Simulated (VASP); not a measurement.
A convergence study with VASP on SnTe (rock salt): one setting is varied, all else stays as given below, so the limit is that of these other settings. Each run relaxes cell and ions from the cell shown.

```xyz
2
Lattice="0.0000 3.1600 3.1600 3.1600 0.0000 3.1600 3.1600 3.1600 0.0000" Properties=species:S:1:pos:R:3 pbc="T T T"
Sn     0.0000     0.0000     0.0000
Te     3.1600     3.1600     3.1600
```

Level of theory: PBE GGA, VASP's PBE PAW potentials (set 64) (plane waves; VASP). The tightest run used: 550 eV cut-off, 11×11×11 Γ-centred mesh, Gaussian smearing of 0.050 eV, potentials Sn_d Te.

Gaps are read on the run's mesh, which can miss a band edge.

Question: The settings run are 2×2×2 mesh; 3×3×3 mesh; 4×4×4 mesh; 5×5×5 mesh; 7×7×7 mesh; 8×8×8 mesh; 9×9×9 mesh; 10×10×10 mesh; 11×11×11 mesh. From which on does the relaxed volume stay within 0.05 Å³/atom of the tightest run?

Answer: From 5×5×5 mesh on: it is off by 0.018 there and by no more than 0.05 in any finer run, while 4×4×4 mesh is off by 0.102.
| setting | relaxed volume (Å³/atom) | E (eV/atom) | gap on the mesh (eV) | irreducible k-points | difference judged (Å³/atom) |
|---|---|---|---|---|---|
| 2×2×2 mesh | 39.376 | -2.9831 | 0.265 | 3 | 6.485 |
| 3×3×3 mesh | 32.805 | -3.8268 | 1.616 | 4 | 0.086 |
| 4×4×4 mesh | 32.789 | -3.7776 | 0.040 | 8 | 0.102 |
| 5×5×5 mesh | 32.873 | -3.7843 | 0.926 | 10 | 0.018 |
| 7×7×7 mesh | 32.852 | -3.7840 | 0.664 | 20 | 0.039 |
| 8×8×8 mesh | 32.922 | -3.7816 | 0.051 | 29 | 0.031 |
| 9×9×9 mesh | 32.881 | -3.7831 | 0.515 | 35 | 0.010 |
| 10×10×10 mesh | 32.901 | -3.7822 | 0.050 | 47 | 0.010 |
| 11×11×11 mesh | 32.891 | -3.7827 | 0.422 | 56 | 0.000 |

Left out are rungs that failed or repeat a setting and relaxations that didn't move; long series are thinned to 24 rows.

The compound is SnTe in the rock salt structure, which distorts at low temperature.
